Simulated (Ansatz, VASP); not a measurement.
**Mo (Mo(110)) in two plane-wave programs**

One calculation is typed for both programs; each brings its own data sets. How far apart do they land? The cell is taken from a series of runs on this material, whose earlier steps may have relaxed, scaled, displaced or heated it; both programs get it as it stands.

Program: Ansatz 0.2.0. Level of theory: plane waves, with VASP 6.6.1 beside it; LDA. Results are calculated unless marked as measured.

## Step 1: The structure

The cell holds 5 atoms: 5 Mo. Cell: a = 2.728 Å, b = 2.728 Å, c = 26.910 Å, α = 90.0°, β = 90.0°, γ = 70.5°. Vacuum lies along c.

## Step 2: Ansatz: single point, LDA

Ansatz runs on its default PAW (the set named soft_2) files.

With cell and atoms fixed, the geometry can't cause a difference; cores, projectors, grids and the points listed under the comparison can.

The input, input.yaml:

```yaml
crystal:
  lattice:
    - [2.2273863607, -1.575, 0.0]
    - [2.2273863607, 1.575, 0.0]
    - [0.0, 0.0, 26.909545443]
  atoms:
    - { symbol: Mo, position: [0.0, 0.0, 0.33445381] }
    - { symbol: Mo, position: [0.5, 0.5, 0.417226905] }
    - { symbol: Mo, position: [0.0, 0.0, 0.5] }
    - { symbol: Mo, position: [0.5, 0.5, 0.582773095] }
    - { symbol: Mo, position: [0.0, 0.0, 0.66554619] }
kpoints:
  mp_grid: { grid: [20, 20, 1] }
hamiltonian:
  xc: lda
scf:
  occupations: { method: fermi_dirac, width: 0.1 }
  convergence: { dr2_threshold: 1.0e-10 }
efield:
  axis: 3
  dipole_correction: true
  ramp_position: 0.97
  ramp_width: 0.06
  amplitude: 0
output:
  forces: true
  write_potential: true
  write_density: true
  volumetric_format: npy
```

Started as:

```bash
ansatz run input.yaml --threads 2 --pin off --max-ram 3072MiB --backend cpu --events-out ev --progress --plain --runs-dir out
```

Numbers of over 12 decimals in the logs are rounded to 6 here.

Log:

```text
Engine: ansatz 0.2.0, aarch64-unknown-linux-gnu
Pseudopotentials: kind: paw
Pseudopotential: Mo, paw, valence charge 14, recommended cutoff 420 eV (normal), Mo.paw.azcp
Functional definition: SPW92
  exchange = slater_x
  correlation = pw_c
Crystal: 5 atoms, lattice volume = 188.805 Å³
Basis set: ecut = 420 eV, 3751 PW (Γ)
Bands: 42, of which v1, the nominal top of the filled ones, is band 35 counted from 1 (34 counted from 0)
Symmetry: 4 space group operations
k-points: 111 of 400
Non-local potential: Mo, projectors of the file, l = 0: 3, l = 1: 2, l = 2: 2, l = 3: 1
PAW form: soft (Blöchl's): semilocal exchange-correlation on the pseudo side does not see the compensation charge
PAW frozen core: Mo, regenerated for the run's functional, and the local potential with it (the file was generated under x = pbe(κ = 0.804, μ = 0.219515), c = pbe(β = 0.066725))
PAW one-centre angular grid: Mo, 590 points (default); XC on 64 Gauss nodes
Initial density: superposition of atomic densities (neutral atoms: chi_scale 0, normalization atom), corrected by the library's trained network
Initial wavefunctions: pseudopotential atomic-orbital guess
Functional: x = slater, c = lda
SCF iter   1: F=—  HF=-24211.307142 eV  |F-HF|=—  |Δ(HF+E_count)|=         —  Δρ=5.88e-3  dr2=2.77e-1  ethr=1.77e-3  p=0.000 e·Å  D=8.91e-14 V/Å  ΔV_dip=-0.00 eV  dr2_dipole=4.15e-7  V_vac-E_F(+/−)=5.16/5.16 eV  ⟨swp⟩=9.1  Hψ=49710  notcnv=0  defer=19
efield: sawtooth ramp at fractional position 0.9700 (set: `efield.ramp_position`, or a place that a band, a saddle search or an elastic batch's reference lends), width 0.0600; the density the first Hamiltonian is built on has a dipole p = 0.000 e·Å; the dipole correction subtracts the counter field D = 8.91e-14 V/Å, which shifts the + side's vacuum level by -0.00 eV against the − side's; the planar-averaged density in the ramp window peaks in size at 2.0e-5 e/Å³
automatic band count: the SCF goes on with 49 bands, as 42 were too few: the levels above may hold too much charge
preconditioner: auto → LDOS  [metal: Δε(μ)=0.016 eV  Ē_g=5.043 eV  σ=0.100 eV  W_gap=0.04  n_scr=18 (ndim 8)  ℏωp=14.8 eV  f_vac=0.522  D(μ)=4.68/eV (n_scr^D=18)  β→1.0]
SCF iter   2: F=—  HF=-24211.298679 eV  |F-HF|=—  |Δ(HF+E_count)|=   8.46e-3  Δρ=2.03e-3  dr2=2.11e-2  ethr=3.96e-4  p=0.000 e·Å  D=7.14e-6 V/Å  ΔV_dip=-0.00 eV  dr2_dipole=4.85e-7  V_vac-E_F(+/−)=4.98/4.98 eV  ⟨swp⟩=1.7  Hψ=6711  notcnv=0  defer=30
SCF iter   3: F=—  HF=-24211.295598 eV  |F-HF|=—  |Δ(HF+E_count)|=   3.08e-3  Δρ=5.50e-4  dr2=2.09e-3  ethr=3.02e-5  p=0.000 e·Å  D=3.40e-6 V/Å  ΔV_dip=-0.00 eV  dr2_dipole=2.03e-8  V_vac-E_F(+/−)=4.99/4.99 eV  ⟨swp⟩=2.5  Hψ=8779  notcnv=0  defer=30
SCF iter   4: F=—  HF=-24211.295337 eV  |F-HF|=—  |Δ(HF+E_count)|=   2.61e-4  Δρ=1.38e-4  dr2=7.28e-5  ethr=2.99e-6  p=0.000 e·Å  D=2.57e-6 V/Å  ΔV_dip=-0.00 eV  dr2_dipole=1.46e-9  V_vac-E_F(+/−)=4.97/4.97 eV  ⟨swp⟩=2.2  Hψ=7340  notcnv=0  defer=30
SCF iter   5: F=—  HF=-24211.295335 eV  |F-HF|=—  |Δ(HF+E_count)|=   1.66e-6  Δρ=4.92e-5  dr2=1.50e-5  ethr=1.04e-7  p=0.000 e·Å  D=1.68e-6 V/Å  ΔV_dip=-0.00 eV  dr2_dipole=7.07e-12  V_vac-E_F(+/−)=4.96/4.96 eV  ⟨swp⟩=3.0  Hψ=9017  notcnv=0  defer=30
SCF iter   6: F=—  HF=-24211.295340 eV  |F-HF|=—  |Δ(HF+E_count)|=   4.76e-6  Δρ=1.59e-5  dr2=2.02e-6  ethr=2.14e-8  p=0.000 e·Å  D=6.78e-7 V/Å  ΔV_dip=-0.00 eV  dr2_dipole=3.21e-14  V_vac-E_F(+/−)=4.95/4.95 eV  ⟨swp⟩=2.1  Hψ=6856  notcnv=0  defer=30
SCF iter   7: F=—  HF=-24211.295425 eV  |F-HF|=—  |Δ(HF+E_count)|=   8.49e-5  Δρ=4.35e-6  dr2=8.87e-8  ethr=2.89e-9  p=0.000 e·Å  D=2.75e-7 V/Å  ΔV_dip=-0.00 eV  dr2_dipole=9.40e-12  V_vac-E_F(+/−)=4.95/4.95 eV  ⟨swp⟩=2.1  Hψ=6805  notcnv=0  defer=29
SCF iter   8: F=—  HF=-24211.295425 eV  |F-HF|=—  |Δ(HF+E_count)|=   3.07e-8  Δρ=1.50e-6  dr2=9.12e-9  ethr=1.27e-10  p=0.000 e·Å  D=6.66e-8 V/Å  ΔV_dip=-0.00 eV  dr2_dipole=1.17e-13  V_vac-E_F(+/−)=4.95/4.95 eV  ⟨swp⟩=3.1  Hψ=10238  notcnv=0  defer=29
SCF iter   9: F=—  HF=-24211.295425 eV  |F-HF|=—  |Δ(HF+E_count)|=   1.40e-9  Δρ=4.33e-7  dr2=4.62e-10  ethr=1.30e-11  p=0.000 e·Å  D=2.44e-8 V/Å  ΔV_dip=-0.00 eV  dr2_dipole=7.03e-15  V_vac-E_F(+/−)=4.95/4.95 eV  ⟨swp⟩=3.0  Hψ=9611  notcnv=0  defer=28
SCF iter  10: F=-24211.295425 eV  HF=-24211.295425 eV  |F-HF|=1.20e-10  |Δ(HF+E_count)|=  6.04e-10  Δρ=1.32e-7  dr2=5.20e-11  ethr=1.00e-12  p=0.000 e·Å  D=5.96e-9 V/Å  ΔV_dip=-0.00 eV  dr2_dipole=6.16e-15  V_vac-E_F(+/−)=4.95/4.95 eV  ⟨swp⟩=12.4  Hψ=33083  notcnv=0
SCF 1 converged in 10 iterations: F = -24211.295425 eV  dr2 = 5.20e-11
  greatest PAW one-centre occupation: 0.999 electrons in one spin orbital (limit 2), on the Mo atom at site 2 (counted from 0), in its partial waves of l = 0
WARN: The output density's exchange-correlation potential varies sharply where the density is thin. Do not read a vacuum level from v_tot or v_xc, or from such a field of the output density. On a cell that repeats whose density bears no net charge and no dipole along the vacuum's axis use v_es (v_loc + v_h of the components); under efield.dipole_correction with no amplitude use v_es + v_field, which holds any externa [...]
SCF converged after 10 iterations
Free energy (F): -24211.295425 eV
Harris-Foulkes:  -24211.295425 eV  (|F-HF|=1.20e-10)
Internal energy: -24211.142703 eV  (E = F + TS)
E sigma→0 (E₀):  -24211.219064 eV
Entropy (-TS):   -0.152722 eV (-30.544 meV/atom)
Fermi energy:    5.800989 eV
Dipole field:    D = 0.000000 V/Å  (p = 0.000000 e·Å, saw-weighted, corrected)
Work function:   Φ+ = 4.9513 eV   Φ− = 4.9513 eV
Levels:          The Fermi level and band energies are counted from a zero that moves with the ramp; work functions are not
--- Per-component energies (eV) ---
  E_band       = -1333.248617
  E_kinetic    = 2198.880841
  E_local      = -103031.609285  (includes V_loc(G=0)·N_el)
  E_nonlocal   = 740.433182
  E_hartree    = 50316.567936
  E_xc         = -907.254688
  E_vxc        = -1136.948422  (∫ρ·V_xc dr)
  E_paw        = -15446.954379  (= ΣΔE_a)
  E_vpaw       = -737.139178  (= ΣTr[D̂ρ^β])
  E_aug_tail   = 0.000152  (compensation charges beyond the density's cutoff)
  E_efield     = 0.000000  (sawtooth field / dipole correction)
  E_vefield    = 0.000000  (∫n·V_field dr)
  E_ewald      = 41916.429458
  E_core_change = 2.364081  (= ΣΔE_core)
  E_smearing   = -0.152722  (= −TS)
  E_closure    = 0.000000  (closes the sum)
  Σ components = -24211.295425   (vs F -24211.295425, Δ=0.00e0)
--- Forces (eV/Å), atoms counted from 1 ---
  atom   1  Mo     0.00000000     0.00000000     1.06923364
  atom   2  Mo     0.00000000     0.00000000    -0.62675855
  atom   3  Mo     0.00000000     0.00000000    -0.00000016
  atom   4  Mo     0.00000000     0.00000000     0.62675878
  atom   5  Mo     0.00000000     0.00000000    -1.06923381
  max |Σ_I F_I| component: 9.80e-8 eV/Å
--- Band table (eV; the first three rows and the last of 111) ---
  k-point 0: bands = [... 31 lower, 4.3432, 4.4268, 4.7538, 4.9885, 5.7301, 6.1449, 6.8837, 7.0389, ... 10 higher]
  k-point 1: bands = [... 31 lower, 4.3010, 4.4650, 4.7856, 4.9219, 5.7985, 6.0118, 6.7150, 6.8722, ... 10 higher]
  k-point 2: bands = [... 31 lower, 4.2335, 4.5521, 4.6503, 5.0546, 5.5809, 6.1190, 6.1680, 6.7366, ... 10 higher]
  k-point 110: bands = [... 31 lower, 5.3854, 6.3431, 6.3514, 6.5686, 7.1034, 7.2364, 7.5661, 8.3337, ... 10 higher]
```

The column dr2 measures how far the density is from self-consistency, as an energy; F and HF (Harris–Foulkes) agree once it is small.

## Step 3: VASP: single point, LDA

The same cell, functional (in two slightly different forms), mesh and smearing now go to VASP, with its own data sets.

Lines of VASP's logs that name or quote its potential files are left out, and so is its time.

The input, INCAR:

```
SYSTEM = Mo
PREC = Accurate
ENCUT = 400
EDIFF = 1E-06
NELM = 120
ISMEAR = -1
SIGMA = 0.1
LREAL = .FALSE.
ALGO = Normal
GGA = PW92
NBANDS = 43
LASPH = .TRUE.
LORBIT = 11
LWAVE = .FALSE.
LCHARG = .FALSE.
ISIF = 2
LDIPOL = .TRUE.
IDIPOL = 3
DIPOL = 0.5 0.5 0.5
LVHAR = .TRUE.
GGA_COMPAT = .FALSE.
NELMDL = -8
KPAR = 2
```

The input, POSCAR:

```
Mo
1.0
    2.2273863607     -1.5750000000      0.0000000000
    2.2273863607      1.5750000000      0.0000000000
    0.0000000000      0.0000000000     26.9095454430
Mo
5
Direct
    0.0000000000      0.0000000000      0.3344538100
    0.5000000000      0.5000000000      0.4172269050
    0.0000000000      0.0000000000      0.5000000000
    0.5000000000      0.5000000000      0.5827730950
    0.0000000000      0.0000000000      0.6655461900
```

The input, KPOINTS:

```
Automatic mesh
0
Gamma
20 20 1
0 0 0
```

The projector-augmented-wave data sets are Mo_sv (LDA family, release 64).

Started as:

```bash
mpirun -np 2 vasp_std
```

Log:

```text
[banner, memory and clock lines left out]
running    2 mpi-ranks, on    1 nodes
 distrk:  each k-point on    1 cores,    2 groups
 distr:  one band on    1 cores,    1 groups

 POSCAR found type information on POSCAR Mo
 POSCAR found :  1 types and       5 ions
|                                                                             |
|               ----> ADVICE to this user running VASP <----                  |
|                                                                             |
|     You enforced a specific xc type in the INCAR file but a different       |
|     [... a line on the potential file left out ...]
|     I HOPE YOU KNOW WHAT YOU ARE DOING!                                     |
|                                                                             |

 LDA part: xc-table for (Slater(with rela. corr.)+PW92), standard interpolation
 POSCAR, INCAR and KPOINTS ok, starting setup
 FFT: planning ... GRIDC
 FFT: planning ... GRID_SOFT
 FFT: planning ... GRID
 WAVECAR not read
 entering main loop
       N       E                     dE             d eps       ncg     rms          rms(c)
DAV:   1     0.700128762810E+03    0.70013E+03   -0.40933E+04 12474   0.125E+03
DAV:   2    -0.370959505548E+02   -0.73722E+03   -0.72279E+03 10673   0.443E+02
DAV:   3    -0.612755810749E+02   -0.24180E+02   -0.23411E+02 12844   0.707E+01
DAV:   4    -0.619308623711E+02   -0.65528E+00   -0.63975E+00 12124   0.921E+00
DAV:   5    -0.619582390635E+02   -0.27377E-01   -0.26418E-01 13085   0.147E+00
DAV:   6    -0.619595817464E+02   -0.13427E-02   -0.12360E-02 12406   0.224E-01
DAV:   7    -0.619597245883E+02   -0.14284E-03   -0.13831E-03 12167   0.387E-02
DAV:   8    -0.619597431618E+02   -0.18574E-04   -0.18314E-04  9539   0.795E-03    0.311E+01
DAV:   9    -0.614596946434E+02    0.50005E+00   -0.34093E+01 12638   0.285E+01    0.135E+01
DAV:  10    -0.890084122916E+02   -0.27549E+02   -0.24237E+02 14551   0.538E+01    0.361E+01
DAV:  11    -0.573918963925E+02    0.31617E+02   -0.16914E+02 13090   0.297E+01    0.548E+00
DAV:  12    -0.577540290098E+02   -0.36213E+00   -0.10158E+01 12438   0.107E+01    0.344E+00
DAV:  13    -0.577749690977E+02   -0.20940E-01   -0.46784E-01 12401   0.349E+00    0.317E+00
DAV:  14    -0.576887245825E+02    0.86245E-01   -0.67511E-01 12357   0.497E+00    0.197E+00
[...]
DAV:  23    -0.576684395297E+02   -0.22248E-04   -0.43732E-06  8059   0.782E-03    0.152E-03
DAV:  24    -0.576684508611E+02   -0.11331E-04   -0.14691E-06  6226   0.384E-03    0.130E-03
DAV:  25    -0.576684585058E+02   -0.76447E-05   -0.10815E-06  6238   0.285E-03    0.191E-03
DAV:  26    -0.576684619898E+02   -0.34840E-05   -0.24257E-07  5823   0.119E-03    0.106E-03
DAV:  27    -0.576684650015E+02   -0.30117E-05   -0.35715E-07  5906   0.149E-03    0.294E-04
DAV:  28    -0.576684678724E+02   -0.28709E-05   -0.13876E-07  5675   0.896E-04    0.255E-04
DAV:  29    -0.576684688821E+02   -0.10097E-05   -0.46820E-08  5493   0.445E-04    0.207E-04
DAV:  30    -0.576684696427E+02   -0.76065E-06   -0.61375E-08  5544   0.302E-04
   1 F= -.57668470E+02 E0= -.57591902E+02  d E =-.153136E+00
```

From OUTCAR (step 3):

```text
ion  position               nearest neighbor table
   1  0.000  0.000  0.334-   2 2.73   2 2.73   2 3.15   2 3.15
   2  0.500  0.500  0.417-   1 2.73   3 2.73   1 2.73   3 2.73   1 3.15   3 3.15   1 3.15   3 3.15

  LATTYP: Found a base centered orthorhombic cell.
 ALAT       =     3.1500000000
 B/A-ratio  =     1.4142135623
 C/A-ratio  =     8.5427128390

 Subroutine GETGRP returns: Found  8 space group operations
 (whereof  8 operations were pure point group operations)

The static configuration has the point symmetry D_2h.

 Found    111 irreducible k-points:

   k-points           NKPTS =    111   k-points in BZ     NKDIM =    111   number of bands    NBANDS=     43

   dimension x,y,z NGX =    18 NGY =   18 NGZ =  180
   dimension x,y,z NGXF=    36 NGYF=   36 NGZF=  360

   ENCUT  =  400.0 eV  29.40 Ry    5.42 a.u.   4.45  4.45 43.88*2*pi/ulx,y,z

   NELECT =      70.0000    total number of electrons

 k-points in reciprocal lattice and weights: Automatic mesh
   0.00000000  0.00000000  0.00000000       0.003
   0.05000000  0.00000000  0.00000000       0.010
   0.10000000  0.00000000  0.00000000       0.010
   0.15000000  0.00000000  0.00000000       0.010
   0.20000000  0.00000000  0.00000000       0.010
   0.25000000  0.00000000  0.00000000       0.010
   0.30000000  0.00000000  0.00000000       0.010
   0.35000000  0.00000000  0.00000000       0.010
   0.40000000  0.00000000  0.00000000       0.010
[...]
-0.45000000  0.45000000  0.00000000       0.005
   0.50000000  0.50000000  0.00000000       0.003

 dipolmoment           0.000000      0.000000     -0.000000 electrons x Angstroem

 average (electrostatic) potential at core
       1 -79.3112       2 -79.4946       3 -79.4426       4 -79.4946       5 -79.3112

 E-fermi :   2.3454

 k-point     1 :       0.0000    0.0000    0.0000
  band No.  band energies     occupation
    ...
     32       0.8827      2.00000
     33       0.9664      2.00000
     34       1.2936      1.99995
     35       1.5413      1.99936
     36       2.2700      1.35998
     37       2.7011      0.05544
     38       3.4274      0.00004
     39       3.5819      0.00001
     40       3.6523      0.00000
     41       3.7019      0.00000
    ...

 k-point     2 :       0.0500    0.0000    0.0000
  band No.  band energies     occupation
    ...
     32       0.8407      2.00000
     33       1.0047      2.00000
     34       1.3298      1.99992
     35       1.4693      1.99969
     36       2.3408      1.02290
     37       2.5645      0.20099
     38       3.2697      0.00019
     39       3.4165      0.00004
     40       3.5025      0.00002
     41       3.7547      0.00000
    ...

 k-point     3 :       0.1000    0.0000    0.0000
  band No.  band energies     occupation
    ...
     32       0.7730      2.00000
     33       1.1005      1.99999
     34       1.1905      1.99998
     35       1.5960      1.99889
     36       2.1310      1.79012
     37       2.6615      0.08129
     38       2.7221      0.04517
     39       3.2772      0.00018
     40       3.3617      0.00008
     41       3.6881      0.00000
    ...

  Total       -9.6838509     -8.9268887     -6.7804560     -0.0000000      0.0000000      0.0000000
  in kB      -82.1762286    -75.7527202    -57.5382979     -0.0000000      0.0000000      0.0000000
  external PRESSURE =     -71.8224156 kB  Pullay stress =       0.0000000 kB

  energy-cutoff  :      400.00
  volume of cell :      188.80
      direct lattice vectors                 reciprocal lattice vectors
     2.227386361 -1.575000000  0.000000000     0.224478343 -0.317460317  0.000000000
     2.227386361  1.575000000  0.000000000     0.224478343  0.317460317  0.000000000
     0.000000000  0.000000000 26.909545443     0.000000000  0.000000000  0.037161534

 POSITION                                       TOTAL-FORCE (eV/Angst)
 -----------------------------------------------------------------------------------
      0.00000      0.00000      9.00000        -0.000000     -0.000000      1.032315
      2.22739      0.00000     11.22739         0.000000     -0.000000     -0.629001
      0.00000      0.00000     13.45477        -0.000000      0.000000      0.000000
      2.22739      0.00000     15.68216         0.000000     -0.000000      0.629001
      0.00000      0.00000     17.90955        -0.000000     -0.000000     -1.032315
 -----------------------------------------------------------------------------------
    total drift:                                0.000000      0.000000     -0.000000

  FREE ENERGIE OF THE ION-ELECTRON SYSTEM (eV)
  ---------------------------------------------------
  free  energy   TOTEN  =       -57.6684696427 eV

  energy  without entropy=      -57.5153335642  energy(sigma->0) =      -57.59190160

 vacuum level on the upper side and lower side of the slab         7.289         7.289

 total charge
# of ion       s       p       d       tot
------------------------------------------
    1        2.376   6.127   3.901  12.403
    2        2.384   6.204   3.923  12.511
    3        2.383   6.204   3.936  12.523
    4        2.384   6.204   3.923  12.511
    5        2.376   6.127   3.901  12.403
--------------------------------------------------
tot         11.903  30.866  19.583  62.352

[... 3 further parts left out ...]
```

## Step 4: Differences

Known differences besides the potentials themselves: the cutoff is 420 eV in Ansatz and 400 eV in VASP; VASP's log shows a relativistic correction to its local exchange, Ansatz's none. Total energies have different zeros and are not compared.

The two programs side by side:

| quantity | Ansatz | VASP | difference |
| --- | --- | --- | --- |
| work function, lower of the two faces (eV) | 4.95 | 4.94 | +0.01 |
| work function, higher of the two faces (eV) | 4.95 | 4.94 | +0.01 |

Forces (eV/Å; atoms numbered as in POSCAR):

| atom | Ansatz x, y, z | VASP x, y, z |
| --- | --- | --- |
| Mo1 | 0.000, 0.000, 1.069 | 0.000, 0.000, 1.032 |
| Mo2 | 0.000, 0.000, -0.627 | 0.000, 0.000, -0.629 |
| Mo3 | 0.000, 0.000, 0.000 | 0.000, 0.000, 0.000 |
| Mo4 | 0.000, 0.000, 0.627 | 0.000, 0.000, 0.629 |
| Mo5 | 0.000, 0.000, -1.069 | 0.000, 0.000, -1.032 |

The forces differ by 14 meV/Å r.m.s., which is 3.1 % of the r.m.s. force of 0.441 eV/Å (both taken over all components). Where the cell holds vacuum, a pressure given here is an average over it and none of the material.

## Step 5: Results

```
r.m.s. force difference (single point, LDA) : 3.1 % of the r.m.s. force
```

What this shows: The r.m.s. force difference is 3.1 % of the r.m.s. force (single point, LDA), at about the 3 % picked in this series as the mark of a large difference. What causes the difference of the single point, LDA pair stays open here. Such differences can come from data sets, numerical settings and the points named under the comparisons, not from the functional's error against experiment.

[Lines on the potential files, build, host, timing and source positions are cut from VASP's logs without a mark.]

[Logs are printed without paths, hosts, clocks, repeated set-up lines and the standing remarks that a program may print on its own settings, such as how far it seeks lower states.]

[Hosts, paths, dates, database ids (printed as entryN), source tags and the programs' standing remarks are cut or masked in the printed files.]
